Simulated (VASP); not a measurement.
OSZICAR of a VASP run on NaF (rock salt):

**OSZICAR**
```
       N       E                     dE             d eps       ncg     rms          rms(c)
DAV:   1     0.112047283318E+03    0.11205E+03   -0.83903E+03  1057   0.159E+03
DAV:   2    -0.341476276952E+01   -0.11546E+03   -0.10847E+03  1142   0.375E+02
DAV:   3    -0.935292185391E+01   -0.59382E+01   -0.59210E+01  1196   0.865E+01
DAV:   4    -0.941116610408E+01   -0.58244E-01   -0.58235E-01  1130   0.898E+00
DAV:   5    -0.941176925864E+01   -0.60315E-03   -0.60314E-03  1175   0.939E-01    0.544E+00
DAV:   6    -0.852931882173E+01    0.88245E+00   -0.37149E+00  1279   0.194E+01    0.179E+00
DAV:   7    -0.852018887168E+01    0.91300E-02   -0.29035E-02  1043   0.256E+00    0.104E+00
DAV:   8    -0.852146966639E+01   -0.12808E-02   -0.25893E-02  1043   0.388E+00    0.114E-01
DAV:   9    -0.852217964199E+01   -0.70998E-03   -0.34854E-03  1187   0.683E-01    0.759E-02
DAV:  10    -0.852211182216E+01    0.67820E-04   -0.46705E-04  1061   0.345E-01    0.117E-02
DAV:  11    -0.852211405855E+01   -0.22364E-05   -0.13170E-05  1151   0.510E-02    0.181E-03
DAV:  12    -0.852211414965E+01   -0.91105E-07   -0.81615E-07  1061   0.118E-02
   1 F= -.88637461E+01 E0= -.88637461E+01  d E =-.772296E-23
```

Problem. Which electronic solver shows in the log?

Solution. It is blocked Davidson (ALGO = Normal, or the opening steps of other solvers). The INCAR had ALGO = Normal.

Problem. Can the final energy be trusted as converged?

Solution. The run converged. It stopped with EDIFF = 1E-7, NELM = 100 (PBE GGA with D3 dispersion (zero damping), plane waves, VASP's PBE PAW potentials (set 64)).

The compound is NaF in the rock salt structure. This cell is one point of a volume scan, at 0.94 of the reference volume.
